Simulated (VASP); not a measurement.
Consider the following.

```xyz
2
Lattice="0.0000 3.1527 3.1527 3.1527 0.0000 3.1527 3.1527 3.1527 0.0000" Properties=species:S:1:pos:R:3 pbc="T T T"
Cu     0.0000     0.0000     0.0000
I      1.5764     1.5764     1.5764
```

Level of theory: vdW-DF2, VASP's PBE PAW potentials (set 64) (plane waves; VASP 6.6.1). Settings: 520 eV cut-off, 8×8×8 Γ-centred mesh, tetrahedra with Blöchl corrections, potentials Cu I.

Unless said otherwise, spin-orbit coupling is left out, though it shifts the bands of the heavy elements here.

Task: Estimate the energy per atom (σ→0), band gap (on the k-mesh) with the smallest direct gap where there is one.

Result: 
```json
{
 "band gap (on the k-mesh)": "0.77 eV",
 "smallest direct gap (on the k-mesh)": "0.77 eV",
 "energy per atom (σ→0)": "-0.208 eV/atom"
}
```

The compound is CuI in the zinc blende structure. It was relaxed first, which changed the volume by +13 %.
